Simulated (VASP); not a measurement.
Method: PBE GGA, VASP's PBE PAW potentials (set 64) (plane waves; VASP 6.6.1).

A VASP calculation is set up with these files.

File KPOINTS:
```
K-points
0
gamma
 6 6 9
0 0 0
```

### POSCAR
```
MgH2
1
    4.5027989618     0.0000000000     0.0000000000
    0.0000000000     4.5027989618     0.0000000000
    0.0000000000     0.0000000000     3.0050343330
Mg H
2 4
Direct
  0.0000000000   0.0000000000   1.0000000000
  0.5000000000   0.5000000000   0.5000000000
  0.3042153776   0.3042153776   0.0000000000
  0.8042153776   0.1957846224   0.5000000000
  0.1957846224   0.8042153776   0.5000000000
  0.6957846224   0.6957846224   1.0000000000
```

**INCAR**
```
! general
SYSTEM =MgH2
PREC   =Accurate
ENCUT  =400   ! plane-wave cut-off (eV)
LREAL  =.FALSE.   ! projection in real space or not
LASPH  =.TRUE.
NBANDS =24

! electronic loop
EDIFF  =1E-7   ! SCF stop (eV)
NELM   =100
ALGO   =Normal   ! blocked Davidson

! smearing
ISMEAR =0
SIGMA  =0.01   ! width (eV)

! functional
GGA    =PE   ! PBE

! output
LWAVE  =.FALSE.
LCHARG =.FALSE.
NEDOS  =1001

! other
LOPTICS=.TRUE.
CSHIFT =0.1
```

POTCAR, in this order: Mg H (PBE.64 set). Program: vasp_std.

The run wrote:

### OSZICAR
```
       N       E                     dE             d eps       ncg     rms          rms(c)
DAV:   1    -0.338584658487E+01   -0.33858E+01   -0.24013E+03  2440   0.205E+02
DAV:   2    -0.183552392650E+02   -0.14969E+02   -0.14471E+02  3112   0.488E+01
DAV:   3    -0.188710678027E+02   -0.51583E+00   -0.51416E+00  3024   0.718E+00
DAV:   4    -0.188731799258E+02   -0.21121E-02   -0.21120E-02  2672   0.481E-01
DAV:   5    -0.188732009577E+02   -0.21032E-04   -0.21032E-04  3040   0.489E-02    0.652E+00
DAV:   6    -0.179531374152E+02    0.92006E+00   -0.39751E-01  2640   0.170E+00    0.338E+00
DAV:   7    -0.176312557611E+02    0.32188E+00   -0.63044E-01  2784   0.225E+00    0.519E-01
DAV:   8    -0.176411163066E+02   -0.98605E-02   -0.22564E-02  2824   0.446E-01    0.184E-01
DAV:   9    -0.176404386260E+02    0.67768E-03   -0.97418E-04  2848   0.832E-02    0.210E-02
DAV:  10    -0.176404769134E+02   -0.38287E-04   -0.13105E-04  2936   0.358E-02    0.195E-02
DAV:  11    -0.176404722274E+02    0.46860E-05   -0.95045E-06  2856   0.744E-03    0.157E-03
DAV:  12    -0.176404723029E+02   -0.75488E-07   -0.61625E-07  2864   0.258E-03
   1 F= -.17640472E+02 E0= -.17640472E+02  d E =-.118120E-15
 imaginary and real dielectric function
```

OUTCAR:
```
------------------------ aborting loop because EDIFF is reached ----------------------------------------
  FORCE on cell =-STRESS in cart. coord.  units (eV):
  Direction    XX          YY          ZZ          XY          YZ          ZX
  --------------------------------------------------------------------------------------
  Total       -0.0957736     -0.0957736     -0.0802372      0.0000000      0.0000000      0.0000000
  in kB       -2.5185004     -2.5185004     -2.1099479      0.0000000      0.0000000      0.0000000
  external PRESSURE =      -2.3823163 kB  Pullay stress =       0.0000000 kB
  volume of cell :       60.93
      direct lattice vectors                 reciprocal lattice vectors
     4.502798962  0.000000000  0.000000000     0.222084088  0.000000000  0.000000000
     0.000000000  4.502798962  0.000000000     0.000000000  0.222084088  0.000000000
     0.000000000  0.000000000  3.005034333     0.000000000  0.000000000  0.332774900
 POSITION                                       TOTAL-FORCE (eV/Angst)
 -----------------------------------------------------------------------------------
      0.00000      0.00000      0.00000         0.000000      0.000000     -0.000000
      2.25140      2.25140      1.50252         0.000000      0.000000     -0.000000
      1.36982      1.36982      0.00000         0.003705      0.003705      0.000000
      3.62122      0.88158      1.50252         0.003705     -0.003705     -0.000000
      0.88158      3.62122      1.50252        -0.003705      0.003705      0.000000
      3.13298      3.13298      0.00000        -0.003705     -0.003705     -0.000000
 -----------------------------------------------------------------------------------
    total drift:                               -0.000000      0.000000     -0.000000
  FREE ENERGIE OF THE ION-ELECTRON SYSTEM (eV)
  ---------------------------------------------------
  free  energy   TOTEN  =       -17.6404723029 eV

  energy  without entropy=      -17.6404723029  energy(sigma->0) =      -17.64047230

 plasma frequency squared (from intraband transitions) (eV^2)
  --------------------------------------------------------------------------------------
       0.000       0.000       0.000
       0.000       0.000       0.000
       0.000       0.000       0.000

 plasma frequency squared (from interband transitions, int dw w eps(2)(w)) (eV^2)
  --------------------------------------------------------------------------------------
     165.579       0.000      -0.000       0.000       0.000       0.000
      -0.000      -0.000     165.579       0.000       0.000       0.000
       0.000       0.000       0.000       0.000     169.189       0.000
```
(Selected blocks of OUTCAR.)

The compound is MgH2 in the rutile structure. It was relaxed first.
